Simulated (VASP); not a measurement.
```xyz
4
Lattice="4.0596 0.0000 0.0000 0.0000 4.0596 0.0000 0.0000 0.0000 5.1204" Properties=species:S:1:pos:R:3 pbc="T T T"
Pb     2.0298     0.0000     3.9171
Pb     0.0000     2.0298     1.2033
O      2.0298     2.0298     0.0000
O      0.0000     0.0000     0.0000
```

The base run (VASP): PBE GGA, plane waves, VASP's PBE PAW potentials (set 64). Numerical set-up: 520 eV cut-off, 5×5×4 Γ-centred mesh, Gaussian smearing of 0.050 eV, potentials Pb_d O.

The base run took about 20 core-seconds. Times come from single runs on busy shared machines, so they are rough: good to a factor of about 2.

Pressures at a finite cut-off, here 520 eV, hold a Pulay part, which this task's highest cut-off puts under 0.2 GPa.

```json
[
 {"setting": "GGA = RE", "cost over the base run": "within a factor of 2", "electronic steps": "15", "pressure (GPa)": "1.61"},
 {"setting": "GGA = RP", "cost over the base run": "within a factor of 2", "electronic steps": "16", "pressure (GPa)": "2.27"},
 {"setting": "base run", "cost over the base run": "reference", "electronic steps": "15", "pressure (GPa)": "-0.18"},
 {"setting": "GGA = PS", "cost over the base run": "within a factor of 2", "electronic steps": "16", "pressure (GPa)": "-3.68"},
 {"setting": "GGA = AM", "cost over the base run": "within a factor of 2", "electronic steps": "14", "pressure (GPa)": "-2.96"},
 {"setting": "GGA removed, LMIXTAU = .TRUE., METAGGA = SCAN", "cost over the base run": "about 5 times", "electronic steps": "23", "pressure (GPa)": "-3.51"},
 {"setting": "GGA removed, LMIXTAU = .TRUE., METAGGA = TPSS", "cost over the base run": "about 6 times", "electronic steps": "24", "pressure (GPa)": "-1.60"}
]
```

Left out are runs that failed, have no time on record or changed the cell.

The compound is PbO in the litharge structure. The cell was not relaxed at this level.
